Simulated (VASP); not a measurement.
Input:

```
MoS2
1.0
    1.57560    -2.72902     0.00000
    1.57560     2.72902     0.00000
    0.00000     0.00000    12.29538
Mo S
2 4
Cartesian
  1.57560   0.90967   3.07385
  1.57560  -0.90967   9.22154
  1.57560   0.90967  10.78880
  1.57560  -0.90967   4.64111
  1.57560  -0.90967   1.50658
  1.57560   0.90967   7.65427
```

These are vdW-DF-cx, VASP's PBE PAW potentials (set 64) (plane waves; VASP) values and carry that method's errors. Numerical set-up: 520 eV cut-off, Gaussian smearing of 0.050 eV, potentials Mo_sv S.

Task: Give the energies of bands 17 to 30 at the high-symmetry points, in eV from the valence-band maximum.

Result: 
| band | Γ | M | K | A | L | H |
|---|---|---|---|---|---|---|
| 17 | -3.24 | -5.14 | -4.94 | -3.23 | -4.72 | -4.79 |
| 18 | -3.22 | -4.46 | -4.66 | -3.23 | -4.72 | -4.79 |
| 19 | -3.22 | -3.85 | -4.18 | -2.61 | -3.81 | -4.43 |
| 20 | -2.12 | -3.77 | -4.18 | -2.61 | -3.81 | -4.43 |
| 21 | -2.12 | -2.76 | -3.82 | -2.10 | -2.65 | -3.42 |
| 22 | -2.07 | -2.50 | -3.82 | -2.10 | -2.65 | -3.42 |
| 23 | -2.07 | -1.67 | -2.70 | -2.10 | -1.56 | -2.89 |
| 24 | -1.21 | -1.46 | -2.70 | -2.10 | -1.56 | -2.89 |
| 25 | -1.18 | -1.40 | -0.77 | -0.28 | -1.33 | -0.69 |
| 26 | 0.00 | -1.28 | -0.59 | -0.28 | -1.33 | -0.69 |
| 27 | 2.17 | 1.68 | 1.12 | 2.18 | 1.70 | 1.13 |
| 28 | 2.18 | 1.72 | 1.12 | 2.18 | 1.70 | 1.13 |
| 29 | 2.20 | 2.05 | 1.80 | 2.18 | 2.21 | 2.29 |
| 30 | 2.21 | 2.34 | 2.89 | 2.18 | 2.21 | 2.29 |

The gap is indirect, 0.86 eV, from the valence maximum at Γ to the conduction minimum at K-Γ at 0.44.

Measured: gap 1.29 eV (computed value off by -0.43 eV), as given by Wei Chen et al., Physical Review Materials (2018), doi:10.1103/physrevmaterials.2.073803.

The compound is MoS2 in the 2H layered structure. It was relaxed first.
